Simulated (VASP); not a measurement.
A convergence study with VASP on ZnS (wurtzite): one setting is varied, all else stays as given below, so the limit is that of these other settings.

```yaml
crystal:
  lattice:
    - [1.91000, -3.30822, 0.00000]
    - [1.91000, 3.30822, 0.00000]
    - [0.00000, 0.00000, 6.26000]
  atoms:
    - { symbol: Zn, position: [0.66667, 0.33333, 0.50000] }
    - { symbol: Zn, position: [0.33333, 0.66667, 0.00000] }
    - { symbol: S, position: [0.66667, 0.33333, 0.87500] }
    - { symbol: S, position: [0.33333, 0.66667, 0.37500] }
```

These are PBE GGA, VASP's PBE PAW potentials (set 64) (plane waves; VASP) values and carry that method's errors. The tightest run used: 550 eV cut-off, 16×16×8 Γ-centred mesh, tetrahedra with Blöchl corrections, potentials Zn S.

Question: The settings run are 3×3×2 mesh; 4×4×2 mesh; 5×5×2 mesh; 6×6×3 mesh; 7×7×4 mesh; 8×8×4 mesh; 9×9×4 mesh; 10×10×5 mesh; 11×11×6 mesh; 12×12×6 mesh; 13×13×6 mesh; 14×14×7 mesh; 15×15×8 mesh; 16×16×8 mesh. From which on does the energy per atom stay within 0.001 eV/atom of the tightest run?

Answer: From 7×7×4 mesh on: it is off by 0.0002 there and by no more than 0.001 in any finer run, while 6×6×3 mesh is off by 0.0012.
```csv
setting,E (eV/atom),pressure (GPa),irreducible k-points,difference judged (eV/atom)
3×3×2 mesh,-3.3656,2.26,6,0.0556
4×4×2 mesh,-3.4093,1.77,8,0.0118
5×5×2 mesh,-3.4185,1.64,10,0.0026
6×6×3 mesh,-3.4199,1.66,14,0.0012
7×7×4 mesh,-3.4209,1.64,24,0.0002
8×8×4 mesh,-3.4211,1.64,30,0.0001
9×9×4 mesh,-3.4211,1.64,36,0.0000
10×10×5 mesh,-3.4211,1.64,42,0.0000
11×11×6 mesh,-3.4212,1.64,64,0.0000
12×12×6 mesh,-3.4212,1.64,76,0.0000
13×13×6 mesh,-3.4212,1.64,84,0.0000
14×14×7 mesh,-3.4212,1.64,96,0.0000
15×15×8 mesh,-3.4212,1.64,135,0.0000
16×16×8 mesh,-3.4212,1.64,150,0.0000
```

Left out are rungs that failed or repeat a setting and relaxations that didn't move; long series are thinned to 24 rows.

The compound is ZnS in the wurtzite structure, the high-temperature form. The cell was not relaxed at this level.
